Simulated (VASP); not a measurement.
VASP ran on this input.

File POSCAR:
```
WC
1
    1.4811905730    -2.5654974042     0.0000000000
    1.4811905730     2.5654974042     0.0000000000
    0.0000000000     0.0000000000     2.8894390821
W C
1 1
Direct
  0.0000000000   0.0000000000   0.0000000000
  0.3333330000   0.6666670000   0.5000000000
```

INCAR:
```
# general
SYSTEM =WC
PREC   =Accurate
ENCUT  =520
LREAL  =F
LASPH  =T

# electronic loop
EDIFF  =1E-7
NELM   =100
ALGO   =Normal
LMAXMIX=6

# smearing
ISMEAR =1
SIGMA  =0.1

# functional
GGA    =PE
IVDW   =12

# ions
IBRION =2
NSW    =30
ISIF   =4
EDIFFG =-0.01

# output
LWAVE  =F
LCHARG =F
```

KPOINTS:
```
Regular mesh
0
Gamma
 14 14 13
```

POTCAR, in this order: W_sv C (PBE.64 set). Program: vasp_std.

Write an equivalent input for Quantum ESPRESSO's pw.x.

One equivalent input (not run):
```
&CONTROL
  calculation = 'vc-relax'
  pseudo_dir = './pseudo'
  outdir = './out'
  tprnfor = .true.
  tstress = .true.
  nstep = 30
  forc_conv_thr = 0.00039
/
&SYSTEM
  ibrav = 0
  nat = 2
  ntyp = 2
  ecutwfc = 82
  occupations = 'smearing'
  smearing = 'methfessel-paxton'
  degauss = 0.00735
  input_dft = 'pbe'
  vdw_corr = 'grimme-d3'
  dftd3_version = 4
  dftd3_threebody = .false.
/
&ELECTRONS
  conv_thr = 7.3e-09
  electron_maxstep = 100
/
&IONS
/
&CELL
  cell_dofree = 'shape'
/
ATOMIC_SPECIES
  W 183.840 W.upf
  C 12.011 C.upf
CELL_PARAMETERS angstrom
     1.4811906   -2.5654974    0.0000000
     1.4811906    2.5654974    0.0000000
     0.0000000    0.0000000    2.8894391
ATOMIC_POSITIONS crystal
  W    0.0000000  0.0000000  0.0000000
  C    0.3333330  0.6666670  0.5000000
K_POINTS automatic
  14 14 13 0 0 0
```
The two are equivalent in intent, not identical: the potentials are each code's own (VASP's PAW set, PseudoDojo norm-conserving files in pw.x), so ENCUT and ecutwfc are chosen apart and not converted; conv_thr bounds pw.x's estimated SCF error, while EDIFF bounds the energy change between steps; forc_conv_thr acts on force components and is met together with etot_conv_thr.

The compound is WC in the wc structure. This cell is one point of a volume scan, at 1.06 of the reference volume. Symmetry was kept, so distortions that lower it aren't found.
